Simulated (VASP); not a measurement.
These are SCAN meta-GGA, VASP's PBE PAW potentials (set 64) (plane waves; VASP 6.6.1) values and carry that method's errors.

Input for VASP

**INCAR**
```
ALGO = Normal
EDIFF = 1E-6
EDIFFG = -0.01
ENCUT = 520
IBRION = 2
ISIF = 3
ISMEAR = 1
LASPH = T
LCHARG = F
LMAXMIX = 4
LMIXTAU = T
LREAL = F
LWAVE = F
METAGGA = SCAN
NELM = 100
NSW = 60
PREC = Accurate
SIGMA = 0.1
SYSTEM = Sc
```

**KPOINTS**
```
Automatic
0
Gamma
 11 11 6
0 0 0
```

**POSCAR**
```
Sc
1.0
  1.6550000000  -2.8665440000   0.0000000000
  1.6550000000   2.8665440000   0.0000000000
  0.0000000000   0.0000000000   5.2700000000
Sc
2
Cart
  1.6550000000   0.9555165777   1.3175000000
  1.6550000000  -0.9555165777   3.9525000000
```

POTCAR, in this order: Sc_sv (PBE.64 set). Program: vasp_std.

**Question.** What will the output report for the number of irreducible k-points (NKPTS), largest plane-wave count, number of space-group operations, FFT grid (NGX, NGY, NGZ)?

**Answer.** 
```json
{
  "number of irreducible k-points (NKPTS)": "64",
  "largest_plane_wave_count": "1387",
  "number_of_space_group_operations": "24",
  "FFT grid (NGX, NGY, NGZ)": "28 × 28 × 40"
}
```

The compound is Sc in the hcp structure. This run relaxes it. Symmetry was kept, so distortions that lower it aren't found.
